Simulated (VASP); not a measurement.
Level of theory: PBE GGA, VASP's PBE PAW potentials (set 64) (plane waves; VASP).

The input files of a VASP run:

**KPOINTS**
```
Automatic
0
Gamma
 1 1 1
```

**POSCAR**
```
CuZn31Se32
1
   11.4825331920     0.0000000000     0.0000000000
    0.0000000000    11.4825331920     0.0000000000
   -0.0000000000    -0.0000000000    11.4825331920
Zn Se Cu
31 32 1
Direct
  0.5000000000   0.0000000000   0.0000000000
  0.7500000000   0.2500000000   0.0000000000
  0.7500000000   0.0000000000   0.2500000000
  0.0000000000   0.0000000000   0.0000000000
  0.2500000000   0.2500000000   0.0000000000
  0.5000000000   0.5000000000   0.0000000000
  0.7500000000   0.7500000000   0.0000000000
  0.2500000000   0.0000000000   0.2500000000
  0.5000000000   0.2500000000   0.2500000000
  0.7500000000   0.5000000000   0.2500000000
  0.5000000000   0.0000000000   0.5000000000
  0.7500000000   0.2500000000   0.5000000000
  0.7500000000   0.0000000000   0.7500000000
  0.0000000000   0.5000000000   0.0000000000
  0.2500000000   0.7500000000   0.0000000000
  0.0000000000   0.2500000000   0.2500000000
  0.2500000000   0.5000000000   0.2500000000
  0.5000000000   0.7500000000   0.2500000000
  0.0000000000   0.0000000000   0.5000000000
  0.2500000000   0.2500000000   0.5000000000
  0.7500000000   0.7500000000   0.5000000000
  0.2500000000   0.0000000000   0.7500000000
  0.5000000000   0.2500000000   0.7500000000
  0.7500000000   0.5000000000   0.7500000000
  0.0000000000   0.7500000000   0.2500000000
  0.0000000000   0.5000000000   0.5000000000
  0.2500000000   0.7500000000   0.5000000000
  0.0000000000   0.2500000000   0.7500000000
  0.2500000000   0.5000000000   0.7500000000
  0.5000000000   0.7500000000   0.7500000000
  0.0000000000   0.7500000000   0.7500000000
  0.6250000000   0.1250000000   0.1250000000
  0.8750000000   0.3750000000   0.1250000000
  0.8750000000   0.1250000000   0.3750000000
  0.1250000000   0.1250000000   0.1250000000
  0.3750000000   0.3750000000   0.1250000000
  0.6250000000   0.6250000000   0.1250000000
  0.8750000000   0.8750000000   0.1250000000
  0.3750000000   0.1250000000   0.3750000000
  0.6254110000   0.3791210000   0.3785040000
  0.8750000000   0.6250000000   0.3750000000
  0.6250000000   0.1250000000   0.6250000000
  0.8750000000   0.3750000000   0.6250000000
  0.8750000000   0.1250000000   0.8750000000
  0.1250000000   0.6250000000   0.1250000000
  0.3750000000   0.8750000000   0.1250000000
  0.1250000000   0.3750000000   0.3750000000
  0.3759330000   0.6266830000   0.3753560000
  0.6250000000   0.8750000000   0.3750000000
  0.1250000000   0.1250000000   0.6250000000
  0.3760700000   0.3791300000   0.6264600000
  0.6229020000   0.6213890000   0.6265330000
  0.8750000000   0.8750000000   0.6250000000
  0.3750000000   0.1250000000   0.8750000000
  0.6250000000   0.3750000000   0.8750000000
  0.8750000000   0.6250000000   0.8750000000
  0.1250000000   0.8750000000   0.3750000000
  0.1250000000   0.6250000000   0.6250000000
  0.3750000000   0.8750000000   0.6250000000
  0.1250000000   0.3750000000   0.8750000000
  0.3750000000   0.6250000000   0.8750000000
  0.6250000000   0.8750000000   0.8750000000
  0.1250000000   0.8750000000   0.8750000000
  0.4995310000   0.4975700000   0.5034010000
```

INCAR:
```
SIGMA=0.05
NELM=100   # most electronic steps
ALGO=Fast
NELMIN=4
ISIF=2   # forces and stress, cell fixed
LORBIT=10
ISMEAR=0   # Gaussian
LMAXMIX=4
IBRION=2   # conjugate gradients
MAGMOM=64*0.0156
PREC=Normal
ISPIN=2
NUPDOWN=1
EDIFFG=-0.03   # ionic stop
EDIFF=1E-5
GGA=PE
ENCUT=400   # plane-wave cut-off (eV)
LCHARG=F
SYSTEM=CuZn31Se32
LASPH=T   # aspherical one-centre terms
LREAL=Auto   # projection in real space or not
LWAVE=F
ISYM=0
NSW=60   # most ionic steps
```

POTCAR, in this order: Zn Se Cu (PBE.64 set). Program: vasp_gam.

The run wrote:

**OSZICAR**
```
       N       E                     dE             d eps       ncg     rms          rms(c)
DAV:   1     0.697747072507E+04    0.69775E+04   -0.21941E+05  1380   0.183E+03
DAV:   2     0.136256295049E+04   -0.56149E+04   -0.54453E+04  1380   0.509E+02
DAV:   3    -0.171331069772E+02   -0.13797E+04   -0.12644E+04  1476   0.204E+02
DAV:   4    -0.193513497237E+03   -0.17638E+03   -0.17228E+03  1608   0.725E+01
DAV:   5    -0.202355630504E+03   -0.88421E+01   -0.87880E+01  1784   0.191E+01    0.288E+01
RMM:   6    -0.195135990408E+03    0.72196E+01   -0.59124E+01  1390   0.188E+01    0.230E+01
RMM:   7    -0.191572258838E+03    0.35637E+01   -0.24466E+01  1634   0.909E+00    0.145E+01
RMM:   8    -0.191857359796E+03   -0.28510E+00   -0.62545E+00  1431   0.423E+00    0.359E+00
RMM:   9    -0.191868379433E+03   -0.11020E-01   -0.66959E-01  1655   0.180E+00    0.202E+00
RMM:  10    -0.191835991655E+03    0.32388E-01   -0.29530E-01  1542   0.871E-01    0.207E+00
RMM:  11    -0.191815023857E+03    0.20968E-01   -0.20419E-01  1607   0.807E-01    0.126E+00
RMM:  12    -0.191825193068E+03   -0.10169E-01   -0.45678E-02  1686   0.363E-01    0.706E-01
RMM:  13    -0.191822501977E+03    0.26911E-02   -0.10553E-02  1495   0.153E-01    0.393E-01
RMM:  14    -0.191823169539E+03   -0.66756E-03   -0.38517E-03  1583   0.936E-02    0.190E-01
RMM:  15    -0.191823514520E+03   -0.34498E-03   -0.81949E-04  1405   0.531E-02    0.116E-01
RMM:  16    -0.191823612894E+03   -0.98374E-04   -0.37595E-04  1331   0.363E-02    0.451E-02
RMM:  17    -0.191823716193E+03   -0.10330E-03   -0.12491E-04  1129   0.231E-02    0.415E-02
RMM:  18    -0.191823719162E+03   -0.29687E-05   -0.31605E-05   953   0.126E-02
   1 F= -.19182372E+03 E0= -.19180569E+03  d E =-.191824E+03  mag=     1.0000
       N       E                     dE             d eps       ncg     rms          rms(c)
DAV:   1    -0.191848022148E+03   -0.24306E-01   -0.64361E+00  1520   0.424E+00    0.573E-01
RMM:   2    -0.191855885130E+03   -0.78630E-02   -0.90598E-02  1542   0.596E-01    0.262E-01
RMM:   3    -0.191857108129E+03   -0.12230E-02   -0.18526E-02  1776   0.266E-01    0.310E-01
RMM:   4    -0.191856897914E+03    0.21021E-03   -0.44573E-03  1538   0.125E-01    0.168E-01
RMM:   5    -0.191857052501E+03   -0.15459E-03   -0.19796E-03  1362   0.512E-02    0.113E-01
RMM:   6    -0.191857018367E+03    0.34134E-04   -0.31685E-04  1179   0.277E-02    0.731E-02
RMM:   7    -0.191857043835E+03   -0.25468E-04   -0.14962E-04  1129   0.190E-02    0.648E-02
RMM:   8    -0.191857019667E+03    0.24168E-04   -0.10586E-04  1091   0.171E-02    0.188E-02
RMM:   9    -0.191857024002E+03   -0.43351E-05   -0.22013E-05   897   0.105E-02
   2 F= -.19185702E+03 E0= -.19183831E+03  d E =-.333048E-01  mag=     1.0000
       N       E                     dE             d eps       ncg     rms          rms(c)
DAV:   1    -0.191861928129E+03   -0.49085E-02   -0.69423E+00  1480   0.440E+00    0.603E-01
RMM:   2    -0.191870184619E+03   -0.82565E-02   -0.95678E-02  1546   0.625E-01    0.262E-01
RMM:   3    -0.191871599569E+03   -0.14149E-02   -0.19649E-02  1760   0.277E-01    0.322E-01
RMM:   4    -0.191871430499E+03    0.16907E-03   -0.60595E-03  1582   0.129E-01    0.176E-01
RMM:   5    -0.191871423558E+03    0.69411E-05   -0.77961E-04  1342   0.441E-02    0.110E-01
RMM:   6    -0.191871385147E+03    0.38411E-04   -0.33369E-04  1190   0.287E-02    0.658E-02
RMM:   7    -0.191871422854E+03   -0.37707E-04   -0.14304E-04  1148   0.186E-02    0.560E-02
RMM:   8    -0.191871403090E+03    0.19764E-04   -0.71827E-05  1062   0.153E-02    0.192E-02
RMM:   9    -0.191871405795E+03   -0.27049E-05   -0.20137E-05   889   0.995E-03
   3 F= -.19187141E+03 E0= -.19185228E+03  d E =-.476866E-01  mag=     1.0000
       N       E                     dE             d eps       ncg     rms          rms(c)
DAV:   1    -0.191871419621E+03   -0.16531E-04   -0.25558E-01  1575   0.843E-01    0.118E-01
RMM:   2    -0.191871730000E+03   -0.31038E-03   -0.36090E-03  1546   0.121E-01    0.443E-02
RMM:   3    -0.191871769484E+03   -0.39484E-04   -0.63776E-04  1603   0.453E-02    0.301E-02
RMM:   4    -0.191871778517E+03   -0.90331E-05   -0.65806E-05  1017   0.211E-02
   4 F= -.19187178E+03 E0= -.19185261E+03  d E =-.480594E-01  mag=     1.0000
       N       E                     dE             d eps       ncg     rms          rms(c)
DAV:   1    -0.191874520124E+03   -0.27506E-02   -0.10711E+00  1416   0.178E+00    0.276E-01
RMM:   2    -0.191876413414E+03   -0.18933E-02   -0.21171E-02  1554   0.282E-01    0.906E-02
RMM:   3    -0.191876640751E+03   -0.22734E-03   -0.33379E-03  1735   0.102E-01    0.759E-02
RMM:   4    -0.191876642687E+03   -0.19352E-05   -0.31190E-04  1432   0.344E-02    0.556E-02
RMM:   5    -0.191876638308E+03    0.43786E-05   -0.71286E-05  1005   0.188E-02
   5 F= -.19187664E+03 E0= -.19185740E+03  d E =-.485979E-02  mag=     1.0000
       N       E                     dE             d eps       ncg     rms          rms(c)
DAV:   1    -0.191876717866E+03   -0.75180E-04   -0.71412E-01  1464   0.146E+00    0.220E-01
RMM:   2    -0.191878037010E+03   -0.13191E-02   -0.14585E-02  1530   0.236E-01    0.114E-01
RMM:   3    -0.191878272123E+03   -0.23511E-03   -0.32004E-03  1686   0.116E-01    0.165E-01
RMM:   4    -0.191878189430E+03    0.82693E-04   -0.12349E-03  1291   0.550E-02    0.715E-02
RMM:   5    -0.191878187416E+03    0.20146E-05   -0.11334E-04  1060   0.198E-02    0.512E-02
RMM:   6    -0.191878173504E+03    0.13912E-04   -0.74720E-05  1056   0.151E-02    0.222E-02
RMM:   7    -0.191878182246E+03   -0.87423E-05   -0.23260E-05   919   0.924E-03
   6 F= -.19187818E+03 E0= -.19185891E+03  d E =-.640373E-02  mag=     1.0000
       N       E                     dE             d eps       ncg     rms          rms(c)
DAV:   1    -0.191878142569E+03    0.30935E-04   -0.36682E-02  1576   0.330E-01    0.570E-02
RMM:   2    -0.191878206739E+03   -0.64171E-04   -0.79313E-04  1552   0.525E-02    0.211E-02
RMM:   3    -0.191878216987E+03   -0.10248E-04   -0.12783E-04  1176   0.227E-02    0.234E-02
RMM:   4    -0.191878216572E+03    0.41494E-06   -0.27928E-05   863   0.152E-02
   7 F= -.19187822E+03 E0= -.19185894E+03  d E =-.643805E-02  mag=     1.0000
       N       E                     dE             d eps       ncg     rms          rms(c)
DAV:   1    -0.191878209599E+03    0.73884E-05   -0.38699E-03  1480   0.109E-01    0.233E-02
RMM:   2    -0.191878217663E+03   -0.80639E-05   -0.93981E-05  1122   0.217E-02    0.151E-02
RMM:   3    -0.191878219136E+03   -0.14730E-05   -0.29606E-05   854   0.143E-02    0.160E-02
RMM:   4    -0.191878218214E+03    0.92173E-06   -0.84430E-06   782   0.794E-03
   8 F= -.19187822E+03 E0= -.19185895E+03  d E =-.643970E-02  mag=     1.0000
       N       E                     dE             d eps       ncg     rms          rms(c)
DAV:   1    -0.191878846800E+03   -0.62766E-03   -0.46589E-01  1416   0.118E+00    0.115E-01
RMM:   2    -0.191879242633E+03   -0.39583E-03   -0.43637E-03  1508   0.140E-01    0.496E-02
RMM:   3    -0.191879333722E+03   -0.91089E-04   -0.10111E-03  1685   0.655E-02    0.769E-02
RMM:   4    -0.191879321910E+03    0.11813E-04   -0.30973E-04  1079   0.305E-02    0.332E-02
RMM:   5    -0.191879317537E+03    0.43723E-05   -0.32944E-05   904   0.110E-02
   9 F= -.19187932E+03 E0= -.19186004E+03  d E =-.109932E-02  mag=     1.0000
```

### OUTCAR
```
------------------------ aborting loop because EDIFF is reached ----------------------------------------
  FORCE on cell =-STRESS in cart. coord.  units (eV):
  Direction    XX          YY          ZZ          XY          YZ          ZX
  --------------------------------------------------------------------------------------
  Total       -1.8166919     -1.8829660     -1.7858936      0.0562368      0.0022441      0.0314194
  in kB       -1.9225548     -1.9926908     -1.8899619      0.0595138      0.0023749      0.0332502
  external PRESSURE =      -1.9350692 kB  Pullay stress =       0.0000000 kB
  volume of cell :     1513.96
      direct lattice vectors                 reciprocal lattice vectors
    11.482533192  0.000000000  0.000000000     0.087088797  0.000000000  0.000000000
     0.000000000 11.482533192  0.000000000     0.000000000  0.087088797  0.000000000
     0.000000000  0.000000000 11.482533192     0.000000000  0.000000000  0.087088797
  FREE ENERGIE OF THE ION-ELECTRON SYSTEM (eV)
  ---------------------------------------------------
  free  energy   TOTEN  =      -191.8793175372 eV

  energy  without entropy=     -191.8407722334  energy(sigma->0) =     -191.86004489

 total charge

# of ion       s       p       d       tot
------------------------------------------
    1        0.518   0.420   9.782  10.721
    2        0.517   0.421   9.783  10.721
    3        0.517   0.420   9.783  10.720
    4        0.517   0.421   9.783  10.721
    5        0.517   0.420   9.783  10.720
    6        0.517   0.420   9.783  10.720
    7        0.517   0.421   9.783  10.721
    8        0.517   0.420   9.783  10.720
    9        0.518   0.418   9.782  10.718
   10        0.518   0.419   9.782  10.719
   11        0.516   0.420   9.783  10.719
   12        0.518   0.419   9.782  10.719
   13        0.517   0.420   9.783  10.720
   14        0.518   0.421   9.782  10.722
   15        0.517   0.421   9.783  10.721
   16        0.517   0.421   9.783  10.720
   17        0.518   0.418   9.782  10.718
   18        0.518   0.418   9.782  10.718
   19        0.518   0.420   9.782  10.721
   20        0.518   0.419   9.782  10.719
   21        0.518   0.419   9.782  10.719
   22        0.517   0.421   9.783  10.720
   23        0.518   0.419   9.782  10.720
   24        0.518   0.419   9.782  10.719
   25        0.517   0.421   9.783  10.720
   26        0.517   0.420   9.783  10.720
   27        0.518   0.419   9.782  10.719
   28        0.517   0.421   9.783  10.721
   29        0.518   0.420   9.782  10.720
   30        0.518   0.419   9.782  10.719
   31        0.517   0.421   9.783  10.721
   32        1.433   2.419   0.026   3.877
   33        1.433   2.419   0.026   3.878
   34        1.433   2.419   0.026   3.877
   35        1.432   2.421   0.026   3.879
   36        1.432   2.420   0.026   3.877
   37        1.432   2.420   0.026   3.878
   38        1.432   2.421   0.026   3.879
   39        1.432   2.420   0.026   3.877
   40        1.433   2.404   0.032   3.868
   41        1.432   2.420   0.026   3.878
   42        1.432   2.420   0.026   3.878
   43        1.432   2.420   0.026   3.878
   44        1.432   2.421   0.026   3.879
   45        1.433   2.419   0.026   3.878
   46        1.433   2.419   0.026   3.877
   47        1.432   2.420   0.026   3.878
   48        1.433   2.404   0.032   3.868
   49        1.432   2.420   0.026   3.877
   50        1.433   2.419   0.026   3.878
   51        1.432   2.406   0.032   3.870
   52        1.433   2.405   0.032   3.869
   53        1.433   2.419   0.026   3.877
   54        1.433   2.419   0.026   3.878
   55        1.432   2.420   0.026   3.878
   56        1.433   2.419   0.026   3.878
   57        1.433   2.419   0.026   3.877
   58        1.432   2.420   0.026   3.878
   59        1.432   2.420   0.026   3.878
   60        1.432   2.419   0.026   3.878
   61        1.432   2.420   0.026   3.878
   62        1.433   2.419   0.026   3.877
   63        1.432   2.421   0.026   3.879
   64        0.359   0.317   9.206   9.883
--------------------------------------------------
tot         62.234  90.701 313.316 466.251

 magnetization (x)

# of ion       s       p       d       tot
------------------------------------------
    1       -0.001   0.001   0.002   0.002
    2       -0.000   0.000   0.002   0.001
    3       -0.000   0.000   0.002   0.001
    4       -0.000   0.000   0.001   0.001
    5       -0.000   0.000   0.002   0.001
    6       -0.000  -0.000   0.001   0.001
    7       -0.000   0.000   0.002   0.001
    8       -0.000   0.000   0.002   0.001
    9       -0.001   0.001   0.003   0.003
   10       -0.001   0.001   0.003   0.003
   11       -0.000  -0.000   0.001   0.001
   12       -0.001   0.001   0.003   0.003
   13       -0.000   0.000   0.002   0.001
   14       -0.001   0.001   0.002   0.002
   15       -0.000   0.000   0.002   0.001
   16       -0.000   0.000   0.002   0.001
   17       -0.001   0.001   0.003   0.003
...
```
(Selected blocks of OUTCAR.)

### CONTCAR
```
CuZn31Se32
   1.00000000000000
    11.4825331920000000    0.0000000000000000    0.0000000000000000
     0.0000000000000000   11.4825331920000000    0.0000000000000000
     0.0000000000000000    0.0000000000000000   11.4825331920000000
  Zn              Se              Cu
    31    32     1
Direct
     0.5000282980849022    0.0001618433923528    0.0000651360030689
     0.7499504932112687    0.2499827210949491    0.0001465760196117
     0.7498922268983585    0.9999574193062937    0.2501852624095335
     0.0000008503199673    0.0000130072546657    0.0000264766439504
     0.2502171011822762    0.2501445795296430    0.0001760010672173
     0.4999806547323287    0.4999759353551081    0.0001542454971652
     0.7499045044527215    0.7499321207256375    0.0000639482375065
     0.2502075732069262    0.0002447130154227    0.2502411714256093
     0.5017100583457467    0.2518132334849821    0.2518096520488350
     0.7490071780911488    0.4990064531361958    0.2512051791128150
     0.4999956586241912    0.0000448359926075    0.5000118596662227
     0.7488330673083259    0.2513891381101300    0.4989081706441321
     0.7498774121388150    0.0001254596772397    0.7498685116093520
     0.9999720089227134    0.5000193488303905    0.0001216884297720
     0.2499950583715031    0.7500241286770333    0.0001464952167739
     0.0001171104527395    0.2501638241053126    0.2502036635091821
     0.2513442426082997    0.5014563550746064    0.2513321202517898
     0.4988421681327269    0.7489096169773980    0.2512368640958328
     0.9999369093309777    0.0000693381646636    0.5000942269863333
     0.2513618448138482    0.2514631703919809    0.5014127936022788
     0.7484203246034534    0.7483866523007898    0.5015870752339683
     0.2501127232037938    0.9999938202118295    0.7499210780974154
     0.4989085864800970    0.2512069712595260    0.7490559069434545
     0.7490427322913369    0.5009281471383626    0.7491947035081815
     0.9999765131301215    0.7499623592533118    0.2501511145487413
     0.0000344590286416    0.5000081764339016    0.4999899552564138
     0.2512015097356737    0.7489045395773419    0.4988104933862697
     0.0000518653003429    0.2500325534432461    0.7499451497239681
     0.2507003311639660    0.4992653937938149    0.7494172426490371
     0.5010304054114739    0.7488664992222169    0.7490509168590266
     0.9999994819005684    0.7500006541504636    0.7499008686723637
     0.6249671140205482    0.1251194366656776    0.1252027912027303
     0.8750171629894805    0.3749985331226280    0.1250565968457525
     0.8749747978557527    0.1250812589806886    0.3750281414564994
     0.1249814899278747    0.1250109156402230    0.1250100741904520
     0.3750804722303169    0.3750490925197966    0.1253444256401727
     0.6250228883703561    0.6250311232244865    0.1251954597857188
     0.8750202100209817    0.8750291662204249    0.1250204363959897
     0.3750967398750504    0.1254192273869693    0.3750810891051038
     0.6233215074044380    0.3774292720973388    0.3772796348060411
     0.8748032547191829    0.6250771842132492    0.3751296436021137
     0.6249960744936659    0.1253319404828789    0.6250425237716383
     0.8748953552216784    0.3750192557426916    0.6250758798491003
     0.8750241975694606    0.1250203922444123    0.8750582254514239
     0.1249877070743023    0.6250602059229698    0.1250613208803198
     0.3749533301517483    0.8750649768071764    0.1250574742220113
     0.1252756043181708    0.3750825466083110    0.3750470711353126
     0.3769416363019176    0.6232202031146536    0.3770283508630508
     0.6250472476130531    0.8747124238438579    0.3751431963124645
     0.1250132667297866    0.1250098883535651    0.6250210777621412
     0.3760450759047402    0.3765214636522718    0.6242451382345698
     0.6233306759548174    0.6231441259167952    0.6239159131645777
     0.8749069748449960    0.8749587321981696    0.6249903405082240
     0.3749871800618200    0.1249941248655904    0.8750877780940460
     0.6249959383883948    0.3749862647332745    0.8749615242871328
     0.8751015611235007    0.6250470316016566    0.8751333505234942
     0.1250199324484111    0.8750695950779702    0.3749874705158966
     0.1251429200963046    0.6251139887105439    0.6250205239652965
     0.3750118487746687    0.8747844216100961    0.6250535640136140
     0.1248552213482192    0.3749613266838190    0.8752432524798053
     0.3749964552796635    0.6250773706275695    0.8750221848362996
     0.6250005999248828    0.8750777541033117    0.8750961716287162
     0.1250014553990702    0.8750253930980654    0.8750530123432322
     0.4993777520834929    0.4999113548474536    0.5011258147712333
```

### OUTCAR
```
 val. band max:        1.5560010134   @ k =   0.0000   0.0000   0.0000

 cond. band min:       2.4860864239   @ k =   0.0000   0.0000   0.0000


 Fermi energy:         1.7673947678

 spin component 1

 k-point     1 :       0.0000    0.0000    0.0000
  band No.  band energies     occupation
      1     -11.6827      1.00000
      2     -11.2452      1.00000
      3     -11.2449      1.00000
      4     -11.2379      1.00000
      5     -11.2378      1.00000
      6     -11.2365      1.00000
      7     -11.2150      1.00000
      8     -10.9955      1.00000
      9     -10.9953      1.00000
     10     -10.9945      1.00000
     11     -10.9925      1.00000
     12     -10.9831      1.00000
     13     -10.9823      1.00000
     14     -10.9818      1.00000
     15     -10.9811      1.00000
     16     -10.9809      1.00000
     17     -10.9803      1.00000
     18     -10.9797      1.00000
     19     -10.9790      1.00000
     20     -10.9151      1.00000
     21     -10.9145      1.00000
     22     -10.9133      1.00000
     23     -10.8836      1.00000
     24     -10.7359      1.00000
     25     -10.7349      1.00000
     26     -10.7346      1.00000
     27     -10.7137      1.00000
     28     -10.7127      1.00000
     29     -10.7120      1.00000
     30     -10.6537      1.00000
     31     -10.6531      1.00000
     32     -10.6512      1.00000
     33      -5.1328      1.00000
     34      -5.1327      1.00000
     35      -5.1325      1.00000
     36      -5.1152      1.00000
     37      -5.1151      1.00000
     38      -5.1122      1.00000
     39      -5.0997      1.00000
     40      -5.0991      1.00000
     41      -5.0989      1.00000
     42      -5.0654      1.00000
     43      -5.0649      1.00000
     44      -5.0601      1.00000
     45      -5.0600      1.00000
     46      -5.0599      1.00000
     47      -5.0565      1.00000
     48      -5.0561      1.00000
     49      -5.0554      1.00000
...
```

The supercell is sampled at Γ alone, which is coarse: total energies, pressure and levels can be off, energies of defects by several tenths of an eV.

The cell is a supercell with a defect, built from ZnSe (zinc blende): Cu_Zn.
